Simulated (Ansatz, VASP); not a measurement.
**Two plane-wave programs on NbB2**

```
Nb B
1.0
     3.00141    0.00000    0.00000
    -1.50070    2.59930    0.00000
     0.00000    0.00000    3.21538
Nb B
1 2
Direct
  0.00000 0.00000 0.00000
  0.33333 0.66667 0.50000
  0.66667 0.33333 0.50000
```

Alike in both runs: task single point; functional LDA; k mesh 11 × 11 × 9; occupations fermi-dirac, width 0.1 eV; no spin polarisation.

|  | VASP | Ansatz |
| --- | --- | --- |
| version | VASP 6.6.1 | Ansatz 0.2.0 |
| potentials or method | VASP PAW LDA potentials, release 64 (Nb_sv, B) | plane waves, PAW |
| plane-wave cutoff (eV) | 520 | 500 |
| valence electrons in the cell | 19 | 19 |

Ansatz gave:

| Item | Value |
| --- | --- |
| pressure (GPa) | 23.9 |
| largest component of the traceless stress (GPa) | 2.06 |

**Question.** Which values does VASP return?

**Answer.** Pressure (GPa): 24.0; largest component of the traceless stress (GPa): 2.23.

Caveats: so large a pressure means that the cell lies far from this level's equilibrium, or that cutoff or potentials fall short (VASP).
